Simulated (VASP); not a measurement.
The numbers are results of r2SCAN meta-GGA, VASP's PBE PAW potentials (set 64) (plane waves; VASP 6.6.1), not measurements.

VASP input:

POSCAR:
```
PdAl
1
    3.5892267988     0.0000000000     0.0000000000
   -1.7946133994     3.1083615308     0.0000000000
    0.0000000000     0.0000000000     5.8198617261
Pd Al
2 2
Direct
  0.0000000000   0.0000000000   0.0000000000
  0.0000000000   0.0000000000   0.5000000000
  0.3333330000   0.6666670000   0.2500000000
  0.6666670000   0.3333330000   0.7500000000
```

**KPOINTS**
```
Automatic mesh
0
Gamma
9 9 5
0 0 0
```

**INCAR**
```
! general
SYSTEM =PdAl
PREC   =Accurate
ENCUT  =400   ! plane-wave cut-off (eV)
LREAL  =.FALSE.
LASPH  =.TRUE.

! electronic loop
EDIFF  =1E-6
NELM   =100   ! most electronic steps
ALGO   =Normal   ! blocked Davidson
LMAXMIX=4   ! l cut-off of mixed one-centre charges
LMIXTAU=.TRUE.

! smearing
ISMEAR =1   ! Methfessel-Paxton
SIGMA  =0.1

! functional
METAGGA=R2SCAN

! ions
IBRION =2   ! conjugate gradients
NSW    =60   ! most ionic steps
ISIF   =3   ! ions, shape and volume
EDIFFG =-0.02   ! ionic stop

! output
LWAVE  =.FALSE.
LCHARG =.FALSE.
```

POTCAR, in this order: Pd Al (PBE.64 set). Program: vasp_std.

Estimate the energy per atom (σ→0), volume per atom, band gap (on the k-mesh).

```yaml
energy per atom (σ→0): -15.473 eV/atom
band gap (on the k-mesh): none (metal, semimetal or under 0.01 eV)
volume_per_atom: 16.48 Å³/atom
```

File OSZICAR:
```
...
   6 F= -.61893000E+02 E0= -.61893287E+02  d E =-.313280E-01
       N       E                     dE             d eps       ncg     rms          rms(c)
DAV:   1    -0.618937899236E+02   -0.78984E-03   -0.36444E-02  1257   0.154E+00    0.135E-01
DAV:   2    -0.618932150149E+02    0.57491E-03   -0.63814E-04  1454   0.219E-01    0.687E-02
DAV:   3    -0.618931228653E+02    0.92150E-04   -0.30399E-04  1412   0.136E-01    0.223E-02
DAV:   4    -0.618931279422E+02   -0.50770E-05   -0.53609E-05  1270   0.590E-02    0.136E-02
DAV:   5    -0.618931284139E+02   -0.47163E-06   -0.96212E-06  1317   0.260E-02
   7 F= -.61893128E+02 E0= -.61893419E+02  d E =-.314569E-01
```

The structure was generated: PdAl was put into the NiAs type type (P6_3/mmc), which need not be its known phase. This run relaxes it. Symmetry was kept, so distortions that lower it aren't found. The start is the result of an earlier pass.
